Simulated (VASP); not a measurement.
CdW3: single point with PBE

The system is CdW3.

```
Cd W
1.0
     4.12662    0.00000    0.00000
     0.00000    4.12662    0.00000
     0.00000    0.00000    4.12662
Cd W
1 3
Direct
  0.00000 0.00000 0.00000
  0.00000 0.50000 0.50000
  0.50000 0.00000 0.50000
  0.50000 0.50000 0.00000
```

The cell was built by a generator and needn't be a form met in nature.

```
Program             : VASP 6.6.1
Task                : single point
Functional          : PBE
Potentials or basis : VASP PAW PBE potentials, release 64 (Cd, W_sv)
Cutoff              : 520 eV
k mesh              : 4 × 4 × 4
Occupations         : gaussian, width 0.1 eV
Spin                : no spin polarisation
```

```yaml
Pressure: -10.0 GPa
Band_gap_on_the_k_mesh: none (metal or under the smearing width)
```

Levels at points of the mesh, in eV from the Fermi level:
```
           k point  band 25  band 26  band 27  band 28  band 29  band 30
(0.00, 0.00, 0.00)     1.28     1.28     1.28     1.32     1.32     1.32
(0.50, 0.00, 0.00)    -0.78    -0.78    -0.52     0.27     0.55     0.92
(0.50, 0.50, 0.00)    -2.10    -0.54    -0.54     0.45     0.51     0.51
(0.50, 0.50, 0.50)    -0.97    -0.97    -0.97     0.25     1.01     1.01
```

Wall time 13 s on 1 thread of Intel(R) Xeon(R) Platinum 8488C (Sapphire Rapids), on a shared host, peak memory 0.18 GiB.

Caveat: the k mesh is coarse (spacing up to 0.38 Å⁻¹), so the values aren't converged. The run has no spin-orbit coupling, so splittings on W are missing.
